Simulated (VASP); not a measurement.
VASP runs on GdBi (space group Pm-3m) share one base input (PBE GGA, plane waves, VASP's PBE PAW potentials (set 64)) and change the settings named in each case.

File KPOINTS:
```
K-points
0
Gamma
 7 7 7
0 0 0
```

**POSCAR**
```
GdBi
1
    3.9440860000     0.0000000000     0.0000000000
    0.0000000000     3.9440860000     0.0000000000
    0.0000000000     0.0000000000     3.9440860000
Gd Bi
1 1
Direct
  0.0000000000   0.0000000000   0.0000000000
  0.5000000000   0.5000000000   0.5000000000
```

### INCAR
```
SYSTEM = GdBi
PREC = Accurate; ENCUT = 300; LREAL = .FALSE.
LASPH = .TRUE.
EDIFF = 1E-6; NELM = 100; ALGO = Normal
LMAXMIX = 6
ISMEAR = 0; SIGMA = 0.05
GGA = PE
MAGMOM = 7.0 0.0
ISPIN = 2
ISIF = 2
LWAVE = .FALSE.; LCHARG = .FALSE.; LORBIT = 11
```

POTCAR, in this order: Gd Bi_d (PBE.64 set). Program: vasp_std.

```json
[
 {"change": "base run", "E(σ→0) (eV/atom)": "-8.4630", "pressure (GPa)": "-1.03", "−TS (eV)": "-0.0032"},
 {"change": "GGA = PS", "E(σ→0) (eV/atom)": "-8.8704", "pressure (GPa)": "___", "−TS (eV)": "-0.0032"},
 {"change": "GGA_COMPAT = .FALSE., ISPIN removed, LNONCOLLINEAR = .TRUE., LSORBIT = .TRUE., MAGMOM = 0.0 0.0 7.0 0.0 0.0 0.0, program vasp_ncl", "E(σ→0) (eV/atom)": "-9.1753", "pressure (GPa)": "-1.11", "−TS (eV)": "-0.0023"},
 {"change": "KPOINTS 4×4×4 Γ-centred mesh", "E(σ→0) (eV/atom)": "-8.4360", "pressure (GPa)": "___", "−TS (eV)": "___"}
]
```

Problem. Some entries are withheld; supply them.

Solution. 
- GGA = PS, pressure (GPa): -3.78
- KPOINTS 4×4×4 Γ-centred mesh, pressure (GPa): -1.24
- KPOINTS 4×4×4 Γ-centred mesh, −TS (eV): -0.0078

Energies of different potentials or functionals have different zeros.  Unless said otherwise, spin-orbit coupling is left out, though it shifts the bands of the heavy elements here. At 300 eV the pressure can carry a Pulay error.

Left out are runs that ran out of time, are held back, or changed the cell or the kind of run, fixed moments of cells without a moment, rows past the twelfth, gaps on odd meshes, pressures of charged cells and columns that move by less than the noise.

The structure was generated: GdBi was put into an ordered model structure, which need not be its known phase. The cell was not relaxed at this level.
